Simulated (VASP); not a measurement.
Consider the following.

```xyz
3
Lattice="1.8773 -3.2516 0.0000 1.8773 3.2516 0.0000 0.0000 0.0000 5.1135" Properties=species:S:1:pos:R:3 pbc="T T T"
Pt     0.0000     0.0000     0.0000
Se     1.8773     1.0839     1.3039
Se     1.8773    -1.0839     3.8096
```

Method: LDA (Ceperley-Alder, Perdew-Zunger), VASP's LDA PAW potentials (set 64) (plane waves; VASP). Numerical set-up: 300 eV cut-off, 8×8×5 Γ-centred mesh, Fermi-Dirac smearing of 0.010 eV, potentials Pt Se.

Task: Give the energies of bands 3 to 14 at the high-symmetry points, in eV from the Fermi level.

Result: 
```
band      Γ      M      K      A      L      H
----  -----  -----  -----  -----  -----  -----
3     -6.99  -7.07  -6.69  -6.10  -7.39  -6.21
4     -6.15  -5.56  -5.89  -6.10  -5.78  -6.21
5     -6.15  -5.13  -5.89  -5.24  -5.72  -6.03
6     -3.81  -4.05  -4.57  -3.83  -4.76  -4.38
7     -3.81  -3.69  -4.57  -3.83  -3.41  -4.38
8     -2.54  -3.38  -3.56  -2.96  -3.31  -4.13
9     -1.00  -3.29  -2.59  -1.77  -3.05  -3.47
10    -1.00  -3.25  -1.72  -1.46  -2.63  -2.41
11     0.42  -2.90  -1.72  -1.46  -1.34  -2.41
12     1.29   0.53  -0.10   2.15   0.83   1.91
13     1.29   2.20  -0.10   2.15   1.37   1.91
14     3.55   4.69   3.81   4.74   4.36   6.28
```

It has no gap at this level: it comes out as a metal or semimetal.

The structure is a typed PtSe2 crystal (P-3m1). The cell was not relaxed at this level.
